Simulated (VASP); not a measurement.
Level of theory: LDA (Ceperley-Alder, Perdew-Zunger), VASP's LDA PAW potentials (set 64) (plane waves; VASP).

VASP input:

File POSCAR:
```
YGa
1
    2.1510000000    -5.4300000000     0.0000000000
    2.1510000000     5.4300000000     0.0000000000
    0.0000000000     0.0000000000     4.0730000000
Y Ga
2 2
Direct
  0.8620000000   0.1380000000   0.2500000000
  0.1380000000   0.8620000000   0.7500000000
  0.5830000000   0.4170000000   0.2500000000
  0.4170000000   0.5830000000   0.7500000000
```

KPOINTS:
```
Automatic mesh
0
gamma
  6 6 6
0 0 0
```

INCAR:
```
SYSTEM=YGa
PREC=Accurate; ENCUT=300; LREAL=F
LASPH=T
EDIFF=1E-6; NELM=100; ALGO=Normal
LMAXMIX=4
ISMEAR=-1; SIGMA=0.1
ISIF=2
LWAVE=F; LCHARG=F
```

POTCAR, in this order: Y_sv Ga_d (LDA.64 set). Program: vasp_std.

What VASP printed:

### OSZICAR
```
       N       E                     dE             d eps       ncg     rms          rms(c)
DAV:   1     0.305122308770E+03    0.30512E+03   -0.17768E+04  2960   0.175E+03
DAV:   2     0.127446365895E+02   -0.29238E+03   -0.28525E+03  2996   0.425E+02
DAV:   3    -0.215385851545E+02   -0.34283E+02   -0.32844E+02  3768   0.124E+02
DAV:   4    -0.252731582145E+02   -0.37346E+01   -0.36936E+01  4588   0.278E+01
DAV:   5    -0.253899073292E+02   -0.11675E+00   -0.11648E+00  3992   0.486E+00    0.390E+01
DAV:   6    -0.240365887148E+02    0.13533E+01   -0.27870E+00  3280   0.698E+00    0.267E+01
DAV:   7    -0.239420860031E+02    0.94503E-01   -0.28872E+00  3924   0.910E+00    0.534E+00
DAV:   8    -0.238781192485E+02    0.63967E-01   -0.60181E-01  3480   0.350E+00    0.175E+00
DAV:   9    -0.238754913574E+02    0.26279E-02   -0.39366E-02  3968   0.149E+00    0.456E-01
DAV:  10    -0.238754670954E+02    0.24262E-04   -0.81604E-03  3952   0.463E-01    0.205E-01
DAV:  11    -0.238751867232E+02    0.28037E-03   -0.17968E-03  3484   0.214E-01    0.374E-02
DAV:  12    -0.238751947745E+02   -0.80512E-05   -0.12758E-04  4244   0.609E-02    0.424E-02
DAV:  13    -0.238751933430E+02    0.14315E-05   -0.10421E-05  3344   0.164E-02    0.134E-02
DAV:  14    -0.238751934683E+02   -0.12531E-06   -0.11479E-06  2224   0.693E-03
   1 F= -.23875193E+02 E0= -.23815300E+02  d E =-.119788E+00
```

### OUTCAR
```
------------------------ aborting loop because EDIFF is reached ----------------------------------------
  FORCE on cell =-STRESS in cart. coord.  units (eV):
  Direction    XX          YY          ZZ          XY          YZ          ZX
  --------------------------------------------------------------------------------------
  Total       -2.0582628     -2.5351083     -2.9008113      0.0000000      0.0000000      0.0000000
  in kB      -34.6598564    -42.6896363    -48.8478453      0.0000000      0.0000000      0.0000000
  external PRESSURE =     -42.0657794 kB  Pullay stress =       0.0000000 kB
  volume of cell :       95.14
      direct lattice vectors                 reciprocal lattice vectors
     2.151000000 -5.430000000  0.000000000     0.232450023 -0.092081031  0.000000000
     2.151000000  5.430000000  0.000000000     0.232450023  0.092081031  0.000000000
     0.000000000  0.000000000  4.073000000     0.000000000  0.000000000  0.245519273
 POSITION                                       TOTAL-FORCE (eV/Angst)
 -----------------------------------------------------------------------------------
      2.15100     -3.93132      1.01825         0.000000     -0.032960     -0.000000
      2.15100      3.93132      3.05475         0.000000      0.032960      0.000000
      2.15100     -0.90138      1.01825         0.000000      0.499733     -0.000000
      2.15100      0.90138      3.05475         0.000000     -0.499733      0.000000
 -----------------------------------------------------------------------------------
    total drift:                                0.000000      0.000000     -0.000000
  FREE ENERGIE OF THE ION-ELECTRON SYSTEM (eV)
  ---------------------------------------------------
  free  energy   TOTEN  =       -23.8751934683 eV

  energy  without entropy=      -23.7554058629  energy(sigma->0) =      -23.81529967
```
(Selected blocks of OUTCAR.)

### OUTCAR
```
 val. band max:        3.8306042933   @ k =  -0.1667   0.1667   0.3333

 cond. band min:       3.8313345307   @ k =   0.1667   0.1667   0.5000


 Fermi energy:         3.8306571468

 k-point     1 :       0.0000    0.0000    0.0000
  band No.  band energies     occupation
      1     -38.3399      2.00000
      2     -38.3005      2.00000
      3     -18.6292      2.00000
      4     -18.4682      2.00000
      5     -18.4548      2.00000
      6     -18.4199      2.00000
      7     -18.3317      2.00000
      8     -18.3160      2.00000
      9     -10.4528      2.00000
     10     -10.3994      2.00000
     11     -10.3450      2.00000
     12     -10.3327      2.00000
     13     -10.2840      2.00000
     14     -10.2444      2.00000
     15     -10.2058      2.00000
     16     -10.2001      2.00000
     17     -10.1992      2.00000
     18     -10.1309      2.00000
     19      -4.4429      2.00000
     20      -0.7280      2.00000
     21       2.4142      2.00000
     22       3.5094      1.92257
     23       3.6005      1.81804
     24       4.3367      0.01260
     25       4.7433      0.00022
     26       5.3015      0.00000
     27       5.6290      0.00000
     28       6.6313      0.00000

 k-point     2 :       0.1667    0.0000    0.0000
  band No.  band energies     occupation
      1     -38.3374      2.00000
      2     -38.3019      2.00000
      3     -18.6214      2.00000
      4     -18.4902      2.00000
      5     -18.4476      2.00000
      6     -18.4341      2.00000
      7     -18.3346      2.00000
      8     -18.3224      2.00000
      9     -10.4523      2.00000
     10     -10.3962      2.00000
     11     -10.3401      2.00000
     12     -10.3297      2.00000
     13     -10.2844      2.00000
     14     -10.2402      2.00000
     15     -10.2084      2.00000
     16     -10.1987      2.00000
     17     -10.1957      2.00000
     18     -10.1319      2.00000
     19      -4.2030      2.00000
     20      -0.5868      2.00000
...
```

At this cut-off the stress carries a Pulay error, which pulls relaxed volumes low.

The structure comes from a measured YGa entry of the Crystallography Open Database, whose conditions weren't checked. The cell was not relaxed at this level.
